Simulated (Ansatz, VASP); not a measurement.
**One calculation of LuGe3O, two programs**

```
CELL_PARAMETERS angstrom
4.39755 0.00000 0.00000
0.00000 4.39755 0.00000
0.00000 0.00000 4.39755
ATOMIC_POSITIONS crystal
Lu 0.00000 0.00000 0.00000
Ge 0.00000 0.50000 0.50000
Ge 0.50000 0.00000 0.50000
Ge 0.50000 0.50000 0.00000
O 0.50000 0.50000 0.50000
```

Change from the starting cell: species swapped into the ScRh3C type (Pm-3m, No. 221).

Alike in both runs: task single point; functional PBE; k mesh 4 × 4 × 4; occupations gaussian, width 0.1 eV; no spin polarisation.

|  | VASP | Ansatz |
| --- | --- | --- |
| version | VASP 6.6.1 | Ansatz 0.2.0 |
| potentials or method | VASP PAW PBE potentials, release 64 (Lu, Ge_d, O) | scalar-relativistic, plane waves, PAW |
| plane-wave cutoff (eV) | 520 | 420 |
| valence electrons in the cell | 73 | 73 |

```tsv
	VASP	Ansatz	Ansatz less VASP
gap on the k mesh at the Fermi level (eV)	none	none	-
pressure (GPa)	2.5	2.3	-0.16
```

A gap of «none» marks a metal or a gap that the smearing closes.

Caveats: an odd number of electrons without spin polarisation forces a metal; a magnetic or distorted state may lie lower. The runs have no spin-orbit coupling, so splittings on Lu are missing.
